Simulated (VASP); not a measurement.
VASP ran on this input.

KPOINTS:
```
K-points
0
G
5 5 5
0 0 0
```

INCAR:
```
! general
SYSTEM  = VH2
PREC    = Accurate
ENCUT   = 300
LREAL   = .False.   ! projection in real space or not
LASPH   = .True.

! electronic loop
EDIFF   = 1E-6   ! SCF stop (eV)
NELM    = 100   ! most electronic steps
ALGO    = Normal
LMAXMIX = 4

! smearing
ISMEAR  = -1   ! Fermi-Dirac
SIGMA   = 0.1   ! width (eV)

! functional
GGA     = PE

! spin
ISPIN   = 2
MAGMOM  = 2.0 2.0 0.0 0.0 0.0 0.0

! ions
ISIF    = 2   ! forces and stress, cell fixed

! output
LWAVE   = .False.
LCHARG  = .False.
LORBIT  = 11   ! lm-projected
```

POSCAR:
```
VH2
1
   -1.9087750000     1.9087750000     4.7979090000
    1.9087750000    -1.9087750000     4.7979090000
    1.9087750000     1.9087750000    -4.7979090000
V H
2 4
Direct
  0.5000000000   0.5000000000   0.0000000000
  0.2500000000   0.7500000000   0.5000000000
  0.2919000000   0.2919000000   0.0000000000
  0.0419000000   0.5419000000   0.5000000000
  0.4581000000   0.9581000000   0.5000000000
  0.7081000000   0.7081000000   0.0000000000
```

POTCAR, in this order: V_sv H (PBE.64 set). Program: vasp_std.

Problem. Translate this PBE calculation to Quantum ESPRESSO's pw.x.

Solution. One equivalent input (not run):
```
&CONTROL
  calculation = 'scf'
  pseudo_dir = './pseudo'
  outdir = './out'
  tprnfor = .true.
  tstress = .true.
/
&SYSTEM
  ibrav = 0
  nat = 6
  ntyp = 2
  ecutwfc = 84
  occupations = 'smearing'
  smearing = 'fermi-dirac'
  degauss = 0.00735
  input_dft = 'pbe'
  nspin = 2
  starting_magnetization(1) = 0.2
/
&ELECTRONS
  conv_thr = 7.3e-08
  electron_maxstep = 100
/
ATOMIC_SPECIES
  V 50.941 V.upf
  H 1.008 H.upf
CELL_PARAMETERS angstrom
    -1.9087750    1.9087750    4.7979090
     1.9087750   -1.9087750    4.7979090
     1.9087750    1.9087750   -4.7979090
ATOMIC_POSITIONS crystal
  V    0.5000000  0.5000000  0.0000000
  V    0.2500000  0.7500000  0.5000000
  H    0.2919000  0.2919000  0.0000000
  H    0.0419000  0.5419000  0.5000000
  H    0.4581000  0.9581000  0.5000000
  H    0.7081000  0.7081000  0.0000000
K_POINTS automatic
  5 5 5 0 0 0
```
Limits of the translation: the potentials are each code's own (VASP's PAW set, PseudoDojo norm-conserving files in pw.x), so ENCUT and ecutwfc are chosen apart and not converted; conv_thr bounds pw.x's estimated SCF error, while EDIFF bounds the energy change between steps; starting_magnetization is a fraction of the valence charge and MAGMOM a moment in μB, so they match only roughly.

The structure was generated: VH2 was put into an ordered model structure, which need not be its known phase. The cell was not relaxed at this level. The k-mesh is coarse (spacing up to 0.47 per Å, 2π included), so the numbers may not be converged in it.
